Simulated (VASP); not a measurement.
Consider the following.

```yaml
crystal:
  lattice:
    - [0.00000, 3.00468, 3.00468]
    - [3.00468, 0.00000, 3.00468]
    - [3.00468, 3.00468, 0.00000]
  atoms:
    - { symbol: Ag, position: [0.75000, 0.75000, 0.75000] }
    - { symbol: Ag, position: [0.25000, 0.25000, 0.25000] }
    - { symbol: S, position: [0.00000, 0.00000, 0.00000] }
```

Method: LDA (Ceperley-Alder, Perdew-Zunger) with spin-orbit coupling, VASP's LDA PAW potentials (set 64) (plane waves; VASP). Run with 400 eV cut-off, 8×8×8 Γ-centred mesh, Gaussian smearing of 0.050 eV, potentials Ag S.

Task: Estimate the energy per atom (σ→0), band gap (over mesh and band path) with the smallest direct gap where there is one.

Result: 
- band gap (over mesh and band path): 0.03 eV
- smallest direct gap (over mesh and band path): 0.04 eV
- energy per atom (σ→0): -4.053 eV/atom

The absolute energy has meaning only against runs of the same code, potentials and settings.

The structure comes from a computed database's Ag2S entry (Fm-3m); how it stands against other phases isn't given here. It was relaxed first, which changed the volume by -11 %.
